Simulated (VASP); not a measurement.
# TeP (I-4m2) in VASP: equation of state with RPBE+D3

Aim: the equation of state of TeP with RPBE+D3.

Program: VASP 6.6.1. These are calculated values, not measurements. Logs are shortened: lines on timing, memory, paths and dates and some standing lists are left out, and cuts for length are marked.

**1. The structure**

The structure is tetragonal, space group I-4m2 (No. 119). The conventional cell has a = 4.498 Å, b = 4.498 Å, c = 6.002 Å, α = 90.00°, β = 90.00°, γ = 90.00°. Around Te (site symmetry -4m2) lie 4 P at 2.70 Å. P (site symmetry -4m2) is surrounded by 4 Te at 2.70 Å.

The cell was built by a generator and needn't be a form met in nature.

**2. Equation of state, RPBE+D3**

The input, run.py:

```python
from ase.calculators.vasp import Vasp
from ase.eos import EquationOfState
from ase.io import Trajectory
from ase.io import read
from ase.units import GPa

atoms = read('TeP.cif')
calc = Vasp(
    directory='calc',
    xc='rpbe',
    pp='PBE',
    setups='minimal',
    prec='Accurate',
    encut=500,
    ediff=1e-07,
    ismear=0,
    sigma=0.05,
    lreal=False,
    lasph=True,
    nelm=100,
    algo='Normal',
    isif=2,
    lwave=False,
    lcharg=False,
    ivdw=11,
    kpts=[8, 8, 8],
    gamma=True,
)
atoms.calc = calc
cell = atoms.cell.copy()
volumes, energies = [], []
traj = Trajectory('eos.traj', 'w')
for x in [0.94, 0.96, 0.98, 1.0, 1.02, 1.04, 1.06]:
    atoms.set_cell(cell * x ** (1 / 3), scale_atoms=True)
    volumes.append(atoms.get_volume())
    energies.append(atoms.get_potential_energy())
    traj.write(atoms)
    print(f'{x:5.2f} {volumes[-1]:12.5f} {energies[-1]:14.6f}')

v0, e0, B = EquationOfState(volumes, energies, eos='vinet').fit()
print(f'V0 = {v0:.4f} A^3, E0 = {e0:.6f} eV, B = {B / GPa:.2f} GPa')
```

The input, TeP.cif:

```cif
data_TeP
_cell_length_a 4.37298276
_cell_length_b 4.37298276
_cell_length_c 4.37298276
_cell_angle_alpha 118.09274875
_cell_angle_beta 118.09274875
_cell_angle_gamma 93.33647256
_space_group_name_H-M_alt 'P1'
_space_group_name_Hall 'P 1'
_space_group_IT_number 1
loop_
_space_group_symop_operation_xyz
'x,y,z'
loop_
_atom_site_label
_atom_site_type_symbol
_atom_site_symmetry_multiplicity
_atom_site_Wyckoff_symbol
_atom_site_fract_x
_atom_site_fract_y
_atom_site_fract_z
_atom_site_occupancy
Te1 Te 1 a 0.0000000000 0.0000000000 0.0000000000 1
P1 P 1 a 0.2500000000 0.7500000000 0.5000000000 1
```

Potentials or basis: VASP PAW PBE potentials, release 64 (Te, P).

Launch:

```
$ python run.py
```

Output:

```text
0.94     57.08121      -7.104320
 0.96     58.29570      -7.140589
 0.98     59.51020      -7.167880
 1.00     60.72469      -7.186929
 1.02     61.93918      -7.198588
 1.04     63.15368      -7.203777
 1.06     64.36817      -7.203065
V0 = 63.5990 A^3, E0 = -7.204164 eV, B = 38.97 GPa
```

OUTCAR:

```text
ENCUT = 500.000000
   EDIFF = 1.00e-07
   GGA = RP
   PREC = Accurate
   ISIF = 2
   ISMEAR = 0
   NELM = 100
   IVDW = 11
   LASPH = .TRUE.
   LREAL = .FALSE.
 IVDW          = 11

 ion  position               nearest neighbor table
   1  0.000  0.000  0.000-   2 2.76   2 2.76   2 2.76   2 2.76
   2  0.250  0.750  0.500-   1 2.76   1 2.76   1 2.76   1 2.76

  LATTYP: Found a body centered tetragonal cell.
 ALAT       =     4.5866630308
 C/A-ratio  =     1.3341684577

  Lattice vectors:

 A1 = (   4.4587492943,   0.0000000000,   0.0000000000)
 A2 = (  -0.2594970953,   4.4511915851,   0.0000000000)
 A3 = (  -2.0996260997,  -2.2255957928,   3.2432605319)

Analysis of symmetry for initial positions (statically):
=====================================================================
 Subroutine PRICEL returns:
 Original cell was already a primitive cell.

 Routine SETGRP: Setting up the symmetry group for a
 body centered tetragonal supercell.

 Subroutine GETGRP returns: Found  8 space group operations
 (whereof  8 operations were pure point group operations)
 out of a pool of 16 trial point group operations.

The static configuration has the point symmetry D_2d.

Analysis of symmetry for dynamics (positions and initial velocities):
=====================================================================
 Subroutine PRICEL returns:
 Original cell was already a primitive cell.

 Routine SETGRP: Setting up the symmetry group for a
 body centered tetragonal supercell.

 Subroutine GETGRP returns: Found  8 space group operations
 (whereof  8 operations were pure point group operations)
 out of a pool of 16 trial point group operations.

The dynamic configuration has the point symmetry D_2d.

 Subroutine INISYM returns: Found  8 space group operations
 (whereof  8 operations are pure point group operations),
 and found     1 'primitive' translations

----------------------------------------------------------------------------------------

                                     Primitive cell

  volume of cell :      64.3682

  direct lattice vectors                    reciprocal lattice vectors
     4.458749294  0.000000000  0.000000000     0.224278140  0.013075044  0.154165845
    -0.259497095  4.451191585  0.000000000     0.000000000  0.224658944  0.154165845
    -2.099626100 -2.225595793  3.243260532     0.000000000  0.000000000  0.308331690

  length of vectors
     4.458749294  4.458749294  4.458749294     0.272467886  0.272467886  0.308331690

  position of ions in fractional coordinates (direct lattice)
     0.000000000  0.000000000  0.000000000
     0.250000000  0.750000000  0.500000000

  ion indices of the primitive-cell ions
   primitive index   ion index
                 1           1
                 2           2

----------------------------------------------------------------------------------------

 KPOINTS: KPOINTS created by Atomic Simulation Env

Automatic generation of k-mesh.
 Grid dimensions read from file:
 generate k-points for:    8    8    8

 Generating k-lattice:

  Cartesian coordinates                     Fractional coordinates (reciprocal lattice)
     0.028034768  0.001634381  0.019270731     0.125000000  0.000000000  0.000000000
[... 39 lines left out ...]
  0.375000  0.125000  0.125000      8.000000
 [... further k-points ...]
   k-points           NKPTS =     59   k-points in BZ     NKDIM =     59   number of bands    NBANDS=      9
   number of dos      NEDOS =    301   number of ions     NIONS =      2
   total plane-waves  NPLWV =  46656
   dimension x,y,z NGX =    36 NGY =   36 NGZ =   36
   dimension x,y,z NGXF=    72 NGYF=   72 NGZF=   72
   ions per type =               1   1
   NGX,Y,Z   is equivalent  to a cutoff of  13.42, 13.42, 13.42 a.u.
   NGXF,Y,Z  is equivalent  to a cutoff of  26.85, 26.85, 26.85 a.u.
 SYSTEM =  unknown system
   PREC   = accura    normal or accurate (medium, high low for compatibility)
   ISTART =      0    job   : 0-new  1-cont  2-samecut
   ICHARG =      2    charge: 1-file 2-atom 10-const
   ISPIN  =      1    spin polarized calculation?
   LNONCOLLINEAR =      F non collinear calculations
   LSORBIT =      F    spin-orbit coupling
   LASPH  =      T    aspherical Exc in radial PAW
   ENCUT  =  500.0 eV  36.75 Ry    6.06 a.u.   8.13  8.13  8.13*2*pi/ulx,y,z
   NELM   =    100;   NELMIN=  2; NELMDL=  0     # of ELM steps
   EDIFF  = 0.1E-06   stopping-criterion for ELM
   LREAL  =      F    real-space projection
   EDIFFG = 0.1E-05   stopping-criterion for IOM
   NSW    =      0    number of steps for IOM
   IBRION =     -1    ionic relax: 0-MD 1-quasi-New 2-CG
   NFREE  =      0    steps in history (QN), initial steepest desc. (CG)
   ISIF   =      2    stress and relaxation
   ISYM   =      2    0-nonsym 1-usesym 2-fastsym
   POTIM  = 0.5000    time-step for ionic-motion
   TEBEG  =    0.0;   TEEND  =   0.0 temperature during run
   PSTRESS=    0.0 pullay stress
   NELECT =      11.0000    total number of electrons
   NUPDOWN=      -1.0000    fix difference up-down
   EMIN   =  10.00;   EMAX   =-10.00  energy-range for DOS
   EFERMI =   0.00;   METHOD = LEGACY
   ISMEAR =     0;   SIGMA  =   0.05  broadening in eV -4-tet -1-fermi 0-gaus
   EFERMI_NEDOS =   21; number of points for ismear=-14 and -15
   IALGO  =     38    algorithm
   IMIX   =      4    mixing-type and parameters
     AMIX     =   0.40;   BMIX     =  1.00
     AMIX_MAG =   1.60;   BMIX_MAG =  1.00
  volume/ion in A,a.u.               =      32.18       217.19
  Fermi-wavevector in a.u.,A,eV,Ry     =   0.908480  1.716778 11.229375  0.825336
  Thomas-Fermi vector in A             =   2.032411
   LORBIT       =      0    0 simple, 1 ext, 2 COOP (PROOUT), +10 PAW based schemes
   GGA     = RP    functional components
   LHFCALC =     F    Hartree Fock is set to
   AEXX    =    0.0000 exact exchange contribution
   IVDW    =    11    specifies the selected vdW correction
   LEPSILON=     F    determine dielectric tensor
   LRPA    =     F    only Hartree local field effects (RPA)
 non-spin polarized calculation
 Gauss-broadening in eV      SIGMA  =   0.05
  energy-cutoff  :      500.00
  volume of cell :       64.37
 maximum number of plane-waves:      1648
 NGX is ok and might be reduce to    36
   NGX = 17   NGY = 17   NGZ = 17

 number of electron      11.0000000 magnetization

 Free energy of the ion-electron system (eV)
  ---------------------------------------------------
  ext. energy  EPLUGINS =         0.00000000
  ---------------------------------------------------
  free energy    TOTEN  =        -6.61143011 eV

  energy without entropy =       -6.61032631  energy(sigma->0) =       -6.61087821

 E-fermi :   4.7805     XC(G=0):  -8.2789

 val. band max:        4.7773986497   @ k =   0.1250   0.1250   0.0000
 cond. band min:       4.8511535770   @ k =  -0.3750   0.5000   0.1250
 fundamental gap:      0.0737549273
 Fermi energy:         4.7805176099

 k-point     1 :       0.0000    0.0000    0.0000
  band No.  band energies     occupation
      1      -9.0580      2.00000
      2      -2.0612      2.00000
      3       1.5152      2.00000
      4       1.5152      2.00000
      5       1.8613      2.00000
      6       4.1262      2.00000
      7       4.3825      2.00000
      8       4.3825      2.00000
      9       9.1914      0.00000
[... 265 lines left out ...]
 k-point    24 :       0.3750    0.1250    0.1250
  band No.  band energies     occupation
      1      -7.6276      2.00000
      2      -5.4102      2.00000
      3      -0.4018      2.00000
      4       0.5241      2.00000
      5       3.1266      2.00000
      6       5.3776      0.00000
      7       6.2000      0.00000
      8       7.0827      0.00000
      9       9.8860      0.00000

 [... further k-points ...]

------------------------ aborting loop because EDIFF is reached ----------------------------------------

 Edisp (eV)   -0.59219

 E8    (eV) :    -0.1586

  FORCE on cell =-STRESS in cart. coord.  units (eV):
  Direction    XX          YY          ZZ          XY          YZ          ZX
  --------------------------------------------------------------------------------------
  -------------------------------------------------------------------------------------
  Total      -0.30770    -0.35932     0.10999    -0.44275    -0.00000    -0.00000
  in kB      -7.65887    -8.94381     2.73778   -11.02041    -0.00000    -0.00000
  external pressure =       -4.62 kB  Pullay stress =        0.00 kB

 VOLUME and BASIS-vectors are now :
 -----------------------------------------------------------------------------
  energy-cutoff  :      500.00
  volume of cell :       64.37
      direct lattice vectors                 reciprocal lattice vectors
     4.458749294  0.000000000  0.000000000     0.224278140  0.013075044  0.154165845
    -0.259497095  4.451191585  0.000000000     0.000000000  0.224658944  0.154165845
    -2.099626100 -2.225595793  3.243260532     0.000000000  0.000000000  0.308331690

 POSITION                                       TOTAL-FORCE (eV/Angst)
 -----------------------------------------------------------------------------------
      0.00000      0.00000      0.00000        -0.000000      0.000000      0.000000
     -0.12975      2.22560      1.62163         0.000000     -0.000000     -0.000000
 -----------------------------------------------------------------------------------
    total drift:                               -0.000000      0.000000      0.000000

  FREE ENERGIE OF THE ION-ELECTRON SYSTEM (eV)
  ---------------------------------------------------
  free  energy   TOTEN  =        -7.2036172569 eV

  energy  without entropy=       -7.2025134608  energy(sigma->0) =       -7.20306536
```

INCAR:

```text
ENCUT = 500.000000
SIGMA = 0.050000
EDIFF = 1.00e-07
ALGO = Normal
GGA = RP
PREC = Accurate
ISIF = 2
ISMEAR = 0
NELM = 100
IVDW = 11
LASPH = .TRUE.
LCHARG = .FALSE.
LWAVE = .FALSE.
LREAL = .FALSE.
```

Run time: 73 s. Hardware: 1 thread of Intel Xeon 6975P-C (Granite Rapids), shared host; peak memory 0.23 GiB.

What came out:

| Property | Result |
| --- | --- |
| Equilibrium volume | 31.80 Å³/atom |
| Bulk modulus at fixed shape and positions | 39 GPa |
| Pressure derivative of the bulk modulus | 4.7 |

Energy against volume, from the lowest point:
```
volume (Å³/atom)  energy (meV/atom)
          28.541              49.73
          29.148              31.59
          29.755              17.95
          30.362               8.42
          30.970               2.59
          31.577               0.00
          32.184               0.36
```

Caveat: the cell was scaled at fixed shape and fractional positions, which overstates the stiffness of a crystal with free parameters, most of all of layers and chains; the PAW data sets were made with another functional, which shifts forces and pressure a little.

**3. For comparison**

An earlier run on the cell as given: functional PBE; potentials or basis VASP PAW PBE potentials, release 64 (Te, P); cutoff 520 eV; k mesh 8 × 8 × 8; occupations fermi-dirac, width 0.05 eV; no spin polarisation.

- Pressure: 3.2 GPa
- Band gap on the k mesh: none (metal or under the smearing width)
